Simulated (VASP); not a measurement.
# Ga3BSb2: relaxation of cell and atoms with PBE

Ga3BSb2:

```
Ga B Sb
1.0
     3.60816    0.00000    0.00000
    -1.80408    3.12476    0.00000
     0.00000    0.00000   10.92900
Ga B Sb
3 1 2
Direct
  0.66667 0.33333 0.02901
  0.66667 0.33333 0.42062
  0.00000 0.00000 0.60737
  0.00000 0.00000 0.90759
  0.33333 0.66667 0.80630
  0.33333 0.66667 0.22912
```

The cell was built by a generator and needn't be a form met in nature.

* Program: VASP 6.6.1
* Task: relaxation of cell and atoms
* Functional: PBE
* Potentials or basis: VASP PAW PBE potentials, release 64 (Ga_d, B, Sb)
* Cutoff: 520 eV
* k mesh: 10 × 10 × 4
* Occupations: gaussian, width 0.1 eV
* Spin: no spin polarisation
* Further INCAR settings: ALGO = Normal; EDIFF = 1e-06; IBRION = 2; EDIFFG = -0.01; NSW = 90; ISIF = 3

```
Relaxed volume                         : 20.39 Å³/atom
Relaxed cell                           : a = 3.534 Å, b = 3.534 Å, c = 11.313 Å, α = 90.00°, β = 90.00°, γ = 120.00°
Space group after relaxing (to 0.05 Å) : P3m1 (No. 156)
Energy gained by relaxing              : 18.6 meV/atom
Ionic steps                            : 23
Pressure after relaxing                : 0.0 GPa
Largest force after relaxing           : 0.006 eV/Å
Band gap on the k mesh                 : none (metal or under the smearing width)
```

Forces on the atoms (eV/Å):
```
Ga   0.000  0.000  0.003
Ga   0.000  0.000 -0.001
Ga   0.000  0.000 -0.003
B    0.000  0.000  0.006
Sb   0.000  0.000  0.001
Sb   0.000  0.000 -0.006
```

The path:
```tsv
step	energy change (eV)	largest force (eV/Å)	pressure (GPa)	volume (Å³)
1	0.0000	0.5705	0.63	123.22
2	-0.0427	0.4273	-0.40	124.66
3	-0.0574	0.3267	-1.25	125.99
4	-0.0886	0.2421	-0.24	123.57
5	-0.0923	0.2172	0.23	122.54
6	-0.1018	0.1965	0.17	122.59
7	-0.1074	0.1620	0.11	122.65
8	-0.1075	0.1653	0.08	122.65
9	-0.1101	0.0559	-0.24	122.97
10	-0.1101	0.0557	-0.32	122.99
11	-0.1110	0.0434	0.09	121.98
12	-0.1111	0.0365	-0.02	122.22
13	-0.1111	0.0355	0.08	122.16
14	-0.1111	0.0365	-0.01	122.20
15	-0.1111	0.0356	0.05	122.18
16	-0.1113	0.0161	0.02	122.20
17	-0.1113	0.0135	0.01	122.20
18	-0.1114	0.0136	-0.03	122.24
19	-0.1114	0.0179	-0.02	122.32
20	-0.1114	0.0261	-0.08	122.49
21	-0.1115	0.0199	-0.02	122.36
22	-0.1115	0.0066	0.07	122.34
23	-0.1115	0.0061	0.02	122.34
```

Final structure:
```
Ga B Sb
1.0
     3.53369    0.00000    0.00000
    -1.76684    3.06026    0.00000
     0.00000    0.00000   11.31283
Ga B Sb
3 1 2
Direct
  0.66667 0.33333 0.02608
  0.66667 0.33333 0.42194
  0.00000 0.00000 0.59235
  0.00000 0.00000 0.91758
  0.33333 0.66667 0.80902
  0.33333 0.66667 0.23304
```

Levels at points of the mesh, in eV from the Fermi level:
| k point | band 24 | band 25 | band 26 | band 27 | band 28 | band 29 |
| --- | --- | --- | --- | --- | --- | --- |
| (0.00, 0.00, 0.00) | 0.17 | 2.89 | 2.89 | 3.32 | 3.32 | 3.56 |
| (0.50, 0.00, 0.00) | -2.41 | -2.24 | -1.65 | 0.52 | 1.05 | 1.80 |
| (0.00, 0.00, 0.50) | 1.64 | 2.45 | 2.89 | 2.89 | 3.32 | 3.32 |
| (0.50, 0.00, 0.50) | -2.23 | -0.93 | -0.45 | -0.23 | 0.44 | 0.75 |

It took 8.4 min on 4 MPI ranks on Intel(R) Xeon(R) 6975P-C (Granite Rapids), on a shared host, peak memory 0.35 GiB a rank.

The run has no spin-orbit coupling, so splittings on Sb are missing.
